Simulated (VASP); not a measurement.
Here is the system:

```yaml
crystal:
  lattice:
    - [-2.48669, 2.48669, 2.48669]
    - [2.48669, -2.48669, 2.48669]
    - [2.48669, 2.48669, -2.48669]
  atoms:
    - { symbol: Ba, position: [0.00000, 0.00000, 0.00000] }
```

These are AM05 GGA, VASP's PBE PAW potentials (set 64) (plane waves; VASP 6.6.1) values and carry that method's errors. Settings: 520 eV cut-off, 12×12×12 Γ-centred mesh, tetrahedra with Blöchl corrections, potentials Ba_sv.

Unless said otherwise, spin-orbit coupling is left out, though it shifts the bands of the heavy elements here.

Q: Predict the energy per atom (σ→0), band gap (on the k-mesh) with the smallest direct gap where there is one.

A: 
- band gap (on the k-mesh) = none (metal, semimetal or under 0.01 eV)
- energy per atom (σ→0) = -1.946 eV/atom

Only differences to runs with the same potentials and settings are physical.

The compound is Ba in the bcc structure. It was relaxed first.
